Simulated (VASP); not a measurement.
An input for Ansatz (written as the equivalent of a VASP run, and not itself run):

Ansatz 0.2 input:
```yaml
crystal:
  lattice:
    - [-1.5869995, 1.5869995, 1.5869995]
    - [1.5869995, -1.5869995, 1.5869995]
    - [1.5869995, 1.5869995, -1.5869995]
  atoms:
    - { symbol: Mo, position: [0.0000000, 0.0000000, 0.0000000] }
kpoints:
  mp_grid: { grid: [14, 14, 14] }
hamiltonian:
  xc: revpbe
  pseudopotentials: { kind: paw }
scf:
  occupations: { method: methfessel_paxton, width: 0.1 }
  max_iter: 100
relax:
  max_steps: 60
  f_tol: 0.01
  cell: {}
output: { forces: true, stress: true, eigenvalues: true }
```

**Question.** Write the VASP files for the same calculation (revPBE).

**Answer.** Several could match; the one computed here: 
File KPOINTS:
```
Automatic mesh
0
Gamma
14 14 14
0 0 0
```

INCAR:
```
# general
SYSTEM  = Mo
PREC    = Accurate
ENCUT   = 520
LREAL   = .FALSE.   # projection in real space or not
LASPH   = .TRUE.   # aspherical one-centre terms

# electronic loop
EDIFF   = 1E-6   # SCF stop (eV)
NELM    = 100   # most electronic steps
ALGO    = Normal
LMAXMIX = 4

# smearing
ISMEAR  = 1
SIGMA   = 0.1   # width (eV)

# functional
GGA     = RE

# ions
IBRION  = 2
NSW     = 60   # most ionic steps
ISIF    = 3   # ions, shape and volume
EDIFFG  = -0.01

# output
LWAVE   = .FALSE.
LCHARG  = .FALSE.
```

### POSCAR
```
Mo
1.0
 -1.5869994522   1.5869994522   1.5869994522
  1.5869994522  -1.5869994522   1.5869994522
  1.5869994522   1.5869994522  -1.5869994522
Mo
1
Cart
  0.0000000000   0.0000000000   0.0000000000
```

POTCAR, in this order: Mo_sv (PBE.64 set). Program: vasp_std.

What does not carry over: each code has its own PAW files, so the cut-off isn't converted (ENCUT is set for VASP's; basis.ecutwfc is left out, and Ansatz then takes the one that its files recommend); Ansatz stops its SCF on the density residual and VASP on the energy change (EDIFF).

The compound is Mo in the bcc structure. This run relaxes it. Symmetry was kept, so distortions that lower it aren't found. The start is the result of an earlier pass.
